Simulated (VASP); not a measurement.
Given:

```yaml
crystal:
  lattice:
    - [0.00000, 3.59309, 3.59309]
    - [3.59309, 0.00000, 3.59309]
    - [3.59309, 3.59309, 0.00000]
  atoms:
    - { symbol: K, position: [0.00000, 0.00000, 0.00000] }
    - { symbol: I, position: [0.50000, 0.50000, 0.50000] }
```

All values below come from PBE GGA, VASP's PBE PAW potentials (set 64) (plane waves; VASP). Run with 400 eV cut-off, 7×7×7 Γ-centred mesh, Gaussian smearing of 0.010 eV, potentials K_sv I.

Question: The job: KI (rock salt), 2 atoms, PBE, DFPT for ε, Born charges and Γ modes, 400 eV, 7×7×7 Γ-centred mesh. Roughly how much core time does it take on a busy server core?

Answer: About 10 core-minutes (one run on a shared machine, a rough figure). It had 20 irreducible k-points, 12 bands, up to 1705 plane waves and 223 electronic steps.

The compound is KI in the rock salt structure. It was relaxed first, which changed the volume by +5 %.
